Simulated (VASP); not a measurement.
Output of a VASP run:

### OSZICAR
```
       N       E                     dE             d eps       ncg     rms          rms(c)
DAV:   1     0.344088798676E+02    0.34409E+02   -0.31463E+03   560   0.690E+02
DAV:   2    -0.768835813216E-01   -0.34486E+02   -0.34299E+02   560   0.187E+02
DAV:   3    -0.101939642089E+01   -0.94251E+00   -0.94234E+00   896   0.277E+01
DAV:   4    -0.103599005048E+01   -0.16594E-01   -0.16600E-01   856   0.338E+00
DAV:   5    -0.103608655318E+01   -0.96503E-04   -0.96503E-04   936   0.188E-01    0.181E+00
DAV:   6    -0.103270459549E+01    0.33820E-02   -0.44731E-03   904   0.549E-01    0.120E+00
DAV:   7    -0.103111748487E+01    0.15871E-02   -0.77330E-03   736   0.665E-01    0.102E-01
DAV:   8    -0.103111031788E+01    0.71670E-05   -0.66366E-04   912   0.300E-01    0.493E-02
DAV:   9    -0.103112147555E+01   -0.11158E-04   -0.37388E-05   896   0.701E-02    0.201E-02
DAV:  10    -0.103111507611E+01    0.63994E-05   -0.28801E-05   784   0.457E-02    0.580E-03
DAV:  11    -0.103111469299E+01    0.38311E-06   -0.45168E-07   720   0.566E-03
   1 F= -.10311147E+01 E0= -.10312733E+01  d E =-.103111E+01
```

OUTCAR:
```
------------------------ aborting loop because EDIFF is reached ----------------------------------------
  FORCE on cell =-STRESS in cart. coord.  units (eV):
  Direction    XX          YY          ZZ          XY          YZ          ZX
  --------------------------------------------------------------------------------------
  Total       -0.0051840     -0.0051840     -0.0051840      0.0000000      0.0000000     -0.0000000
  in kB       -0.1094920     -0.1094920     -0.1094920      0.0000000      0.0000000     -0.0000000
  external PRESSURE =      -0.1094920 kB  Pullay stress =       0.0000000 kB
  volume of cell :       75.86
      direct lattice vectors                 reciprocal lattice vectors
     4.233152421  0.000000000  0.000000000     0.236230568  0.000000000  0.000000000
     0.000000000  4.233152421  0.000000000     0.000000000  0.236230568  0.000000000
     0.000000000  0.000000000  4.233152421     0.000000000  0.000000000  0.236230568
 POSITION                                       TOTAL-FORCE (eV/Angst)
 -----------------------------------------------------------------------------------
      0.00000      0.00000      0.00000         0.000000      0.000000      0.000000
 -----------------------------------------------------------------------------------
    total drift:                                0.000000     -0.000000     -0.000000
  FREE ENERGIE OF THE ION-ELECTRON SYSTEM (eV)
  ---------------------------------------------------
  free  energy   TOTEN  =        -1.0311146930 eV

  energy  without entropy=       -1.0315905344  energy(sigma->0) =       -1.03127331

 reached required accuracy - stopping structural energy minimisation
```
(Selected blocks of OUTCAR.)

**POSCAR**
```
K
1
    4.2331524212    -0.0000000000    -0.0000000000
    0.0000000000     4.2331524212    -0.0000000000
    0.0000000000     0.0000000000     4.2331524212
K
1
Direct
  0.0000000000   0.0000000000   0.0000000000
```

### Question
Write an INCAR and KPOINTS that could have produced this output.

### Answer
Several could match; the one computed here: the input of the run itself, PBEsol GGA, plane waves, VASP's PBE PAW potentials (set 64).

File KPOINTS:
```
Automatic mesh
0
Gamma
8 8 8
0 0 0
```

### INCAR
```
LWAVE=.FALSE.
EDIFFG=-0.01   # ionic stop
ENCUT=400   # plane-wave cut-off (eV)
IBRION=2   # conjugate gradients
ISIF=3   # ions, shape and volume
EDIFF=1E-6
GGA=PS
NELM=100   # most electronic steps
SIGMA=0.1   # width (eV)
LREAL=.FALSE.   # projection in real space or not
LCHARG=.FALSE.
LASPH=.TRUE.   # aspherical one-centre terms
ALGO=Normal   # blocked Davidson
SYSTEM=K
ISMEAR=1
PREC=Accurate
NSW=60   # most ionic steps
```

POTCAR, in this order: K_sv (PBE.64 set). Program: vasp_std.

The structure was generated: K was put into the simple-cubic type (Pm-3m), which need not be its known phase. It was relaxed first, which changed the volume by -5 %. The start is the result of an earlier pass.
